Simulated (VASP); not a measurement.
Level of theory: PBE GGA + U (Dudarev), VASP's PBE PAW potentials (set 64) (plane waves; VASP).

VASP ran on this input.

INCAR:
```
SYSTEM = NiSb
PREC = Accurate; ENCUT = 400; LREAL = F
LASPH = T
EDIFF = 1E-6; NELM = 100; ALGO = Normal
LMAXMIX = 4
ISMEAR = 1; SIGMA = 0.1
GGA = PE
LDAUL = 2 -1
LDAUU = 4.0 0
LDAUJ = 0 0
LDAU = T; LDAUTYPE = 2; LDAUPRINT = 1
ISIF = 2
LWAVE = F; LCHARG = F; LORBIT = 10
```

KPOINTS:
```
Regular mesh
0
G
8 8 6
0 0 0
```

**POSCAR**
```
NiSb
1
    1.9621260000    -3.4300150000     0.0000000000
    1.9621260000     3.4300150000     0.0000000000
    0.0000000000     0.0000000000     5.0886950000
Ni Sb
2 2
Direct
  0.0000000000   0.0000000000   0.5000000000
  0.0000000000   0.0000000000   0.0000000000
  0.3333330000   0.6666670000   0.2500000000
  0.6897540000   0.3564200000   0.7500000000
```

POTCAR, in this order: Ni Sb (PBE.64 set). Program: vasp_std.

Unless said otherwise, spin-orbit coupling is left out, though it shifts the bands of the heavy elements here.

Q: Estimate the energy per atom (σ→0), largest force, band gap (on the k-mesh).

A: 
The energy per atom (σ→0) is -3.875 eV/atom, the band gap (on the k-mesh) is none (metal, semimetal or under 0.01 eV) and the largest force is 0.617 eV/Å.

**OSZICAR**
```
...
DAV:   9    -0.155008979986E+02    0.48692E-02   -0.23089E-02  7093   0.200E+00    0.358E-01
DAV:  10    -0.155013464493E+02   -0.44845E-03   -0.45480E-03  5679   0.810E-01    0.200E-01
DAV:  11    -0.155012782668E+02    0.68183E-04   -0.24954E-03  7328   0.870E-01    0.820E-02
DAV:  12    -0.155013037475E+02   -0.25481E-04   -0.35315E-04  5522   0.186E-01    0.842E-02
DAV:  13    -0.155012875552E+02    0.16192E-04   -0.37579E-05  7461   0.567E-02    0.114E-02
DAV:  14    -0.155012862496E+02    0.13056E-05   -0.12333E-05  7792   0.400E-02    0.125E-02
DAV:  15    -0.155012856759E+02    0.57373E-06   -0.82671E-07  3099   0.122E-02
   1 F= -.15501286E+02 E0= -.15501575E+02  d E =0.866491E-03
```

The compound is NiSb in the NiAs type structure. The cell was not relaxed at this level, atoms are displaced from their ideal sites. The run is one of a series of settings (LDAU = .TRUE., LDAUJ = 0 0, LDAUL = 2 -1, LDAUTYPE = 2, LDAUU = 4.0 0 against the base run), some of them coarse on purpose. The run is not spin-polarised, so no magnetic state was tried.
